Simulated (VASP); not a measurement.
Output of a VASP run:

**OSZICAR**
```
...
RMM:   3    -0.295160630643E+03   -0.15787E-03   -0.56129E-03   640   0.141E-01    0.657E-02
RMM:   4    -0.295160723127E+03   -0.92484E-04   -0.11517E-03   654   0.644E-02    0.463E-02
RMM:   5    -0.295160737469E+03   -0.14342E-04   -0.23613E-04   650   0.327E-02    0.291E-02
RMM:   6    -0.295160747787E+03   -0.10318E-04   -0.70867E-05   569   0.178E-02    0.160E-02
RMM:   7    -0.295160748449E+03   -0.66203E-06   -0.26153E-05   425   0.980E-03
   3 F= -.29516075E+03 E0= -.29514643E+03  d E =-.974372E-01  mag=     1.0000
       N       E                     dE             d eps       ncg     rms          rms(c)
DAV:   1    -0.295172633347E+03   -0.11886E-01   -0.24211E-01   672   0.914E-01    0.237E-01
RMM:   2    -0.295173401373E+03   -0.76803E-03   -0.15110E-02   640   0.223E-01    0.100E-01
RMM:   3    -0.295173365517E+03    0.35856E-04   -0.32960E-03   642   0.101E-01    0.500E-02
RMM:   4    -0.295173422494E+03   -0.56977E-04   -0.51238E-04   648   0.454E-02    0.334E-02
RMM:   5    -0.295173425379E+03   -0.28850E-05   -0.13106E-04   639   0.235E-02    0.225E-02
RMM:   6    -0.295173429845E+03   -0.44660E-05   -0.39732E-05   485   0.127E-02
   4 F= -.29517343E+03 E0= -.29515724E+03  d E =-.126814E-01  mag=     1.0000
       N       E                     dE             d eps       ncg     rms          rms(c)
DAV:   1    -0.295176073013E+03   -0.26476E-02   -0.18970E-01   704   0.810E-01    0.212E-01
RMM:   2    -0.295176697755E+03   -0.62474E-03   -0.11999E-02   640   0.198E-01    0.917E-02
RMM:   3    -0.295176662140E+03    0.35616E-04   -0.25814E-03   641   0.904E-02    0.448E-02
RMM:   4    -0.295176712228E+03   -0.50088E-04   -0.43354E-04   652   0.410E-02    0.318E-02
RMM:   5    -0.295176714466E+03   -0.22383E-05   -0.99955E-05   610   0.207E-02
   5 F= -.29517671E+03 E0= -.29515923E+03  d E =-.159660E-01  mag=     1.0000
       N       E                     dE             d eps       ncg     rms          rms(c)
DAV:   1    -0.295179188545E+03   -0.24763E-02   -0.11570E-01   688   0.653E-01    0.138E-01
RMM:   2    -0.295179787922E+03   -0.59938E-03   -0.78178E-03   640   0.161E-01    0.635E-02
RMM:   3    -0.295179806787E+03   -0.18865E-04   -0.14079E-03   640   0.711E-02    0.328E-02
RMM:   4    -0.295179830685E+03   -0.23898E-04   -0.24329E-04   644   0.321E-02    0.194E-02
RMM:   5    -0.295179832603E+03   -0.19173E-05   -0.59613E-05   535   0.165E-02
   6 F= -.29517983E+03 E0= -.29516156E+03  d E =-.311814E-02  mag=     1.0000
       N       E                     dE             d eps       ncg     rms          rms(c)
DAV:   1    -0.295180077235E+03   -0.24655E-03   -0.32786E-02   704   0.348E-01    0.737E-02
RMM:   2    -0.295180253533E+03   -0.17630E-03   -0.22411E-03   640   0.863E-02    0.352E-02
RMM:   3    -0.295180260922E+03   -0.73894E-05   -0.41281E-04   640   0.386E-02    0.187E-02
RMM:   4    -0.295180268224E+03   -0.73020E-05   -0.72068E-05   576   0.176E-02
   7 F= -.29518027E+03 E0= -.29516167E+03  d E =-.355376E-02  mag=     1.0000
       N       E                     dE             d eps       ncg     rms          rms(c)
DAV:   1    -0.295181130680E+03   -0.86976E-03   -0.19839E-02   688   0.285E-01    0.608E-02
RMM:   2    -0.295181250601E+03   -0.11992E-03   -0.13843E-03   640   0.707E-02    0.279E-02
RMM:   3    -0.295181259577E+03   -0.89766E-05   -0.22493E-04   644   0.314E-02    0.162E-02
RMM:   4    -0.295181261078E+03   -0.15003E-05   -0.42306E-05   496   0.148E-02
   8 F= -.29518126E+03 E0= -.29516249E+03  d E =-.992853E-03  mag=     1.0000
```

OUTCAR:
```
------------------------ aborting loop because EDIFF is reached ----------------------------------------
  FORCE on cell =-STRESS in cart. coord.  units (eV):
  Direction    XX          YY          ZZ          XY          YZ          ZX
  --------------------------------------------------------------------------------------
  Total        2.9063380      2.9940437      2.8760347      0.3836270      0.1717709     -0.6693978
  in kB        3.0899539      3.1832006      3.0577361      0.4078637      0.1826230     -0.7116888
  external PRESSURE =       3.1102969 kB  Pullay stress =       0.0000000 kB
  volume of cell :     1506.97
      direct lattice vectors                 reciprocal lattice vectors
    11.464846211  0.000000000  0.000000000     0.087223150  0.000000000  0.000000000
     0.000000000 11.464846211  0.000000000     0.000000000  0.087223150  0.000000000
     0.000000000  0.000000000 11.464846211     0.000000000  0.000000000  0.087223150
  FREE ENERGIE OF THE ION-ELECTRON SYSTEM (eV)
  ---------------------------------------------------
  free  energy   TOTEN  =      -295.1812610775 eV

  energy  without entropy=     -295.1437232234  energy(sigma->0) =     -295.16249215

 total charge

# of ion       s       p       d       tot
------------------------------------------
    1        0.395   0.361   0.000   0.756
    2        0.394   0.360   0.000   0.755
    3        0.395   0.360   0.000   0.755
    4        0.395   0.361   0.000   0.756
    5        0.395   0.361   0.000   0.756
    6        0.395   0.360   0.000   0.755
    7        0.395   0.361   0.000   0.756
    8        0.395   0.361   0.000   0.756
    9        0.404   0.365   0.000   0.769
   10        0.404   0.366   0.000   0.770
   11        0.394   0.360   0.000   0.755
   12        0.403   0.365   0.000   0.768
   13        0.395   0.361   0.000   0.756
   14        0.395   0.361   0.000   0.757
   15        0.395   0.361   0.000   0.756
   16        0.395   0.360   0.000   0.755
   17        0.395   0.360   0.000   0.755
   18        0.395   0.360   0.000   0.755
   19        0.395   0.361   0.000   0.756
   20        0.394   0.360   0.000   0.754
   21        0.403   0.367   0.000   0.770
   22        0.394   0.360   0.000   0.755
   23        0.395   0.361   0.000   0.756
   24        0.394   0.360   0.000   0.755
   25        0.395   0.360   0.000   0.754
   26        0.395   0.361   0.000   0.757
   27        0.395   0.360   0.000   0.755
   28        0.395   0.361   0.000   0.757
   29        0.395   0.361   0.000   0.756
   30        0.395   0.361   0.000   0.757
   31        0.395   0.361   0.000   0.757
   32        0.395   0.361   0.000   0.756
   33        1.186   1.672   0.022   2.880
   34        1.186   1.673   0.022   2.881
   35        1.186   1.671   0.022   2.879
   36        1.185   1.674   0.022   2.881
   37        1.187   1.669   0.022   2.878
   38        1.186   1.671   0.022   2.879
   39        1.185   1.675   0.022   2.882
   40        1.186   1.672   0.022   2.880
   41        1.186   1.672   0.022   2.881
   42        1.186   1.671   0.022   2.879
   43        1.186   1.669   0.022   2.878
   44        1.185   1.674   0.022   2.882
   45        1.185   1.674   0.022   2.881
   46        1.185   1.674   0.022   2.881
   47        1.185   1.674   0.022   2.881
   48        1.186   1.671   0.022   2.879
...
```
(Selected blocks of OUTCAR.)

File POSCAR:
```
Al32As31Si
1
   11.4648462108     0.0000000000     0.0000000000
    0.0000000000    11.4648462108    -0.0000000000
   -0.0000000000    -0.0000000000    11.4648462108
Al As Si
32 31 1
Direct
  0.5000000000   0.0000000000   0.0000000000
  0.7500000000   0.2500000000   0.0000000000
  0.7500000000   0.0000000000   0.2500000000
  0.0000000000   0.0000000000   0.0000000000
  0.2500000000   0.2500000000   0.0000000000
  0.5000000000   0.5000000000   0.0000000000
  0.7500000000   0.7500000000   0.0000000000
  0.2500000000   0.0000000000   0.2500000000
  0.4978540000   0.2461960000   0.2537740000
  0.7490380000   0.4989290000   0.2513390000
  0.5000000000   0.0000000000   0.5000000000
  0.7523820000   0.2483390000   0.5042240000
  0.7500000000   0.0000000000   0.7500000000
  0.0000000000   0.5000000000   0.0000000000
  0.2500000000   0.7500000000   0.0000000000
  0.0000000000   0.2500000000   0.2500000000
  0.2500000000   0.5000000000   0.2500000000
  0.5000000000   0.7500000000   0.2500000000
  0.0000000000   0.0000000000   0.5000000000
  0.2500000000   0.2500000000   0.5000000000
  0.4995310000   0.4975660000   0.5034070000
  0.7500000000   0.7500000000   0.5000000000
  0.2500000000   0.0000000000   0.7500000000
  0.5000000000   0.2500000000   0.7500000000
  0.7500000000   0.5000000000   0.7500000000
  0.0000000000   0.7500000000   0.2500000000
  0.0000000000   0.5000000000   0.5000000000
  0.2500000000   0.7500000000   0.5000000000
  0.0000000000   0.2500000000   0.7500000000
  0.2500000000   0.5000000000   0.7500000000
  0.5000000000   0.7500000000   0.7500000000
  0.0000000000   0.7500000000   0.7500000000
  0.6250000000   0.1250000000   0.1250000000
  0.8750000000   0.3750000000   0.1250000000
  0.8750000000   0.1250000000   0.3750000000
  0.1250000000   0.1250000000   0.1250000000
  0.3750000000   0.3750000000   0.1250000000
  0.6250000000   0.6250000000   0.1250000000
  0.8750000000   0.8750000000   0.1250000000
  0.3750000000   0.1250000000   0.3750000000
  0.8750000000   0.6250000000   0.3750000000
  0.6250000000   0.1250000000   0.6250000000
  0.8750000000   0.3750000000   0.6250000000
  0.8750000000   0.1250000000   0.8750000000
  0.1250000000   0.6250000000   0.1250000000
  0.3750000000   0.8750000000   0.1250000000
  0.1250000000   0.3750000000   0.3750000000
  0.3750000000   0.6250000000   0.3750000000
  0.6250000000   0.8750000000   0.3750000000
  0.1250000000   0.1250000000   0.6250000000
  0.3750000000   0.3750000000   0.6250000000
  0.6250000000   0.6250000000   0.6250000000
  0.8750000000   0.8750000000   0.6250000000
  0.3750000000   0.1250000000   0.8750000000
  0.6250000000   0.3750000000   0.8750000000
  0.8750000000   0.6250000000   0.8750000000
  0.1250000000   0.8750000000   0.3750000000
  0.1250000000   0.6250000000   0.6250000000
  0.3750000000   0.8750000000   0.6250000000
  0.1250000000   0.3750000000   0.8750000000
  0.3750000000   0.6250000000   0.8750000000
  0.6250000000   0.8750000000   0.8750000000
  0.1250000000   0.8750000000   0.8750000000
  0.6254120000   0.3791280000   0.3785100000
```

Question: Write an INCAR and KPOINTS that could have produced this output.

Answer: Several could match; the one computed here: the input of the run itself, PBE GGA, plane waves, VASP's PBE PAW potentials (set 64).

### INCAR
```
SYSTEM = Al32As31Si
PREC = Normal
ENCUT = 400
EDIFF = 1E-5
NELM = 100
ALGO = Fast
LREAL = Auto
LASPH = .TRUE.
ISMEAR = 0
SIGMA = 0.05
GGA = PE
LMAXMIX = 4
LWAVE = .TRUE.
LCHARG = .FALSE.
NELMIN = 4
ISYM = 0
ISPIN = 2
NUPDOWN = 1
MAGMOM = 64*0.0156
LORBIT = 10
IBRION = 2
ISIF = 2
NSW = 60
EDIFFG = -0.03
```

**KPOINTS**
```
K-points
0
G
 1 1 1
```

POTCAR, in this order: Al As Si (PBE.64 set). Program: vasp_gam.

The supercell is sampled at Γ alone, which is coarse: total energies, pressure and levels can be off, energies of defects by several tenths of an eV.

The cell is a supercell with a defect, built from AlAs (zinc blende): Si_As.
